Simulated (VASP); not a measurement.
Input:

```
Se
1.0
    4.49824     0.00000     0.00000
   -2.24912     3.89559     0.00000
    0.00000     0.00000     4.99222
Se
3
Direct
  0.21752   0.00000   0.16667
  0.00000   0.21752   0.83333
  0.78248   0.78248   0.50000
```

The numbers are results of r2SCAN meta-GGA with spin-orbit coupling, VASP's PBE PAW potentials (set 64) (plane waves; VASP), not measurements. Settings: 400 eV cut-off, 5×5×4 Γ-centred mesh, Gaussian smearing of 0.050 eV, potentials Se.

**Question.** Predict the energy per atom (σ→0), band gap (over mesh and band path) with the smallest direct gap where there is one.

**Answer.** 
```yaml
band gap (over mesh and band path): 1.29 eV
smallest direct gap (over mesh and band path): 1.45 eV
energy per atom (σ→0): -1382.5 kJ/mol of atoms
```

The structure comes from a measured Se entry (P3_221) of the Crystallography Open Database, whose conditions weren't checked. It was relaxed first, which changed the volume by +8 %.
